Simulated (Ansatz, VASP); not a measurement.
## Rb7Au in VASP and in Ansatz

The input INCAR:

```
  PREC = Accurate
  ENCUT = 600
  EDIFF = 1E-6
  ISMEAR = 0
  SIGMA = 0.1
  LREAL = False
  LASPH = True
  NELM = 100
  ALGO = Normal
  ISIF = 3
  LWAVE = False
  LCHARG = False
  GGA = PE
  IBRION = 2
  NSW = 90
  EDIFFG = -0.04
```

The input KPOINTS:

```
Automatic mesh
0
Gamma
  4 4 4
```

Contents of POSCAR:

```
Rb7Au
1.0
    0.0000000000      5.3009964500      5.3009964500
    5.3009964500      0.0000000000      5.3009964500
    5.3009964500      5.3009964500      0.0000000000
Rb Au
7 1
Direct
    0.5000000000      0.0000000000      0.0000000000
    0.0000000000      0.5000000000      0.5000000000
    0.0000000000      0.5000000000      0.0000000000
    0.5000000000      0.0000000000      0.5000000000
    0.0000000000      0.0000000000      0.5000000000
    0.5000000000      0.5000000000      0.0000000000
    0.5000000000      0.5000000000      0.5000000000
    0.0000000000      0.0000000000      0.0000000000
```

Input for Ansatz:

```yaml
crystal:
  lattice:
    - [0.0, 5.30099645, 5.30099645]
    - [5.30099645, 0.0, 5.30099645]
    - [5.30099645, 5.30099645, 0.0]
  atoms:
    - { symbol: Rb, position: [0.5, 0.0, 0.0] }
    - { symbol: Rb, position: [0.0, 0.5, 0.5] }
    - { symbol: Rb, position: [0.0, 0.5, 0.0] }
    - { symbol: Rb, position: [0.5, 0.0, 0.5] }
    - { symbol: Rb, position: [0.0, 0.0, 0.5] }
    - { symbol: Rb, position: [0.5, 0.5, 0.0] }
    - { symbol: Rb, position: [0.5, 0.5, 0.5] }
    - { symbol: Au, position: [0.0, 0.0, 0.0] }
basis:
  ecutwfc: 420
kpoints:
  mp_grid: { grid: [4, 4, 4] }
hamiltonian:
  xc: pbe
scf:
  occupations: { method: gaussian, width: 0.1 }
  lower_state_search: "off"
output:
  forces: true
  stress: true
  eigenvalues: true
relax:
  adjacent_minimum: "off"
  f_tol: 0.04
  max_steps: 70
  cell: { stress_tol: 0.4 }
```

Change from the starting cell: species swapped into the Zn7Tc type (Fm-3m, No. 225).

Alike in both runs: task relaxation of cell and atoms; functional PBE; k mesh 4 × 4 × 4; occupations gaussian, width 0.1 eV; no spin polarisation.

```csv
,VASP,Ansatz
version,VASP 6.6.1,Ansatz 0.2.0
potentials or method,"VASP PAW PBE potentials, release 64 (Rb_sv, Au)","scalar-relativistic, plane waves, PAW"
plane-wave cutoff (eV),600,420
valence electrons in the cell,74,82
```

VASP gave:

| Quantity | Value |
| --- | --- |
| gap on the k mesh at the Fermi level, each at its own relaxed structure (eV) | none |
| relaxed volume (Å³/atom) | 74.42 |
| relaxed cell length with the largest relative difference (Å) | 9.443 |
| energy change over the relaxation (meV/atom) | -525 |

Q: Which values does Ansatz return?

A: gap on the k mesh at the Fermi level, each at its own relaxed structure (eV): none; relaxed volume (Å³/atom): 73.80; relaxed cell length with the largest relative difference (Å): 9.417; energy change over the relaxation (meV/atom): -525.

A gap of «none» marks a metal or a gap that the smearing closes. The two sets of potentials don't hold the same shells in valence.

Caveats: the volume moved by over 15 % at a fixed basis, so the end points are rough. The runs have no spin-orbit coupling, so splittings on Au are missing.
